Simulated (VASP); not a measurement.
Here is the system:

```
Mo
1.0
   -1.57500     1.57500     1.57500
    1.57500    -1.57500     1.57500
    1.57500     1.57500    -1.57500
Mo
1
Direct
  0.00000   0.00000   0.00000
```

Level of theory: PBEsol GGA, VASP's PBE PAW potentials (set 64) (plane waves; VASP 6.6.1). Run with 400 eV cut-off, 15×15×15 Γ-centred mesh, first-order Methfessel-Paxton smearing of 0.10 eV, potentials Mo_sv.

Problem. The ions, cell shape and volume are relaxed. Give the cell that the relaxation ends in.

Solution. 
```
Mo
1.0
   -1.56505     1.56505     1.56505
    1.56505    -1.56505     1.56505
    1.56505     1.56505    -1.56505
Mo
1
Cartesian
  0.00000   0.00000   0.00000
```
Space group Im-3m (229), at a tolerance of 0.03 Å.

Problem. How do energy and volume change from the first to the last step?

Solution. The energy (σ→0) changes by -4.9 meV/atom and the volume by -1.9 %, in 4 ionic steps.

```tsv
step	E(σ→0) (eV)	max force (eV/Å)	pressure (GPa)	volume (Å³)
1	-11.7703	0.000	-5.30	15.63
2	-11.7292	0.000	18.29	14.49
3	-11.7753	0.000	-0.11	15.34
4	-11.7753	0.000	-0.02	15.33
```

The compound is Mo in the bcc structure. This run relaxes it. Symmetry was kept, so distortions that lower it aren't found.
